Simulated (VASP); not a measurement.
Computed with PBE GGA, VASP's PBE PAW potentials (set 64) (plane waves; VASP).

The input files of a VASP run:

**INCAR**
```
! general
SYSTEM  = Ga
PREC    = Accurate
ENCUT   = 480
LREAL   = .FALSE.
LASPH   = .TRUE.

! electronic loop
EDIFF   = 1E-7
NELM    = 100
ALGO    = Normal
LMAXMIX = 4

! smearing
ISMEAR  = 1
SIGMA   = 0.1

! functional
GGA     = PE

! ions
ISIF    = 2

! output
LWAVE   = .FALSE.
LCHARG  = .FALSE.
```

### KPOINTS
```
Automatic mesh
0
Gamma
8 8 6
0 0 0
```

POSCAR:
```
Ga
4.4142140
  0.5103520469  -0.8599656970   0.0000000000
  0.5103520469   0.8599656970   0.0000000000
  0.0000000000   0.0000000000   1.0459376037
Ga
4
direct
  0.1557018483   0.8442981517   0.9181997463
  0.3442981517   0.6557018483   0.4181997463
  0.6557018483   0.3442981517   0.5818002537
  0.8442981517   0.1557018483   0.0818002537
```

POTCAR, in this order: Ga_d (PBE.64 set). Program: vasp_std.

### Question
What will the output report for the number of irreducible k-points (NKPTS), number of bands (NBANDS), largest plane-wave count, number of space-group operations, FFT grid (NGX, NGY, NGZ)?

### Answer

- number of irreducible k-points (NKPTS): 84
- number of bands (NBANDS): 31
- largest plane-wave count: 1904
- number of space-group operations: 8
- FFT grid (NGX, NGY, NGZ): 32 × 32 × 36

The compound is Ga in the alpha structure. This cell was strained or had an atom moved on purpose.
